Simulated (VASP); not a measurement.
Calculation: rev-vdW-DF2, VASP's PBE PAW potentials (set 64) (plane waves; VASP).

A VASP calculation is set up with these files.

INCAR:
```
AGGAC = 0.0
ALGO = Normal
EDIFF = 1E-6
EDIFFG = -0.02
ENCUT = 520
GGA = MK
IBRION = 2
ISIF = 3
ISMEAR = 0
LASPH = .TRUE.
LCHARG = .FALSE.
LMAXMIX = 4
LREAL = .FALSE.
LUSE_VDW = .TRUE.
LWAVE = .FALSE.
NELM = 100
NSW = 60
PARAM1 = 0.1234568
PARAM2 = 0.7114
PREC = Accurate
SIGMA = 0.05
SYSTEM = MoTe2
ZAB_VDW = -1.8867
```

KPOINTS:
```
Automatic
0
G
7 7 2
```

### POSCAR
```
MoTe2
1.0
  1.7675465839  -3.0614800613   0.0000000000
  1.7675465839   3.0614800613   0.0000000000
  0.0000000000   0.0000000000  14.0355924448
Te Mo
4 2
Cartesian
  1.7675465839   1.0204953948  12.3421593027
  1.7675465839  -1.0204953948   5.3243630803
  1.7675465839  -1.0204953948   1.6934331421
  1.7675465839   1.0204953948   8.7112293645
  1.7675465839   1.0204953948   3.5088981112
  1.7675465839  -1.0204953948  10.5266943336
```

POTCAR, in this order: Te Mo_sv (PBE.64 set). Program: vasp_std.

Problem. Estimate the energy per atom (σ→0).

Solution. 
```yaml
energy per atom (σ→0): -4.055 eV/atom
```

OSZICAR:
```
...
DAV:   8    -0.243415711176E+02    0.44072E+00   -0.17789E+00  1179   0.606E+00    0.315E+00
DAV:   9    -0.243364813933E+02    0.50897E-02   -0.30374E-01  1326   0.242E+00    0.115E+00
DAV:  10    -0.243311002311E+02    0.53812E-02   -0.41305E-02  1223   0.102E+00    0.327E-01
DAV:  11    -0.243313833825E+02   -0.28315E-03   -0.21802E-03  1244   0.254E-01    0.227E-01
DAV:  12    -0.243313193527E+02    0.64030E-04   -0.23056E-04  1128   0.791E-02    0.144E-01
DAV:  13    -0.243312859948E+02    0.33358E-04   -0.11950E-04  1292   0.566E-02    0.702E-02
DAV:  14    -0.243312857736E+02    0.22117E-06   -0.46881E-06  1020   0.100E-02
   1 F= -.24331286E+02 E0= -.24331286E+02  d E =-.243313E+02
```

The compound is MoTe2 in the 2H layered structure. It was relaxed first. The start is the result of an earlier pass.
